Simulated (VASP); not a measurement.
AlN (wurtzite): the mBJ gap over mesh and path against the volume, with shape and ions relaxed at each volume; LDA's own equilibrium is at 10.248 Å³/atom. VASP (PAW), 520 eV cut-off, 9×9×5 Γ-centred mesh, Gaussian smearing of 0.050 eV, potentials Al N. mBJ is a potential without an energy functional, so only the levels count. Fit the value as a straight line in ln V.

| V (Å³/atom) | mBJ gap over mesh and path (eV) |
|---|---|
| 9.326 | 6.335 |
| 9.633 | 6.059 |
| 9.941 | 5.788 |
| 10.248 | 5.527 |
| 10.555 | 5.271 |
| 10.863 | 5.025 |

Question: Fit the rows as the text says and predict the value at 9.018.

Answer: The slope against ln V is -8.60 eV, the volume deformation potential of this gap. The line misses the rows by up to 0.001 and gives 6.625 at 9.018. The run gave 6.612, -0.013 from the line.

Left out are failed runs and those whose mesh is unfit for this quantity.

The compound is AlN in the wurtzite structure.
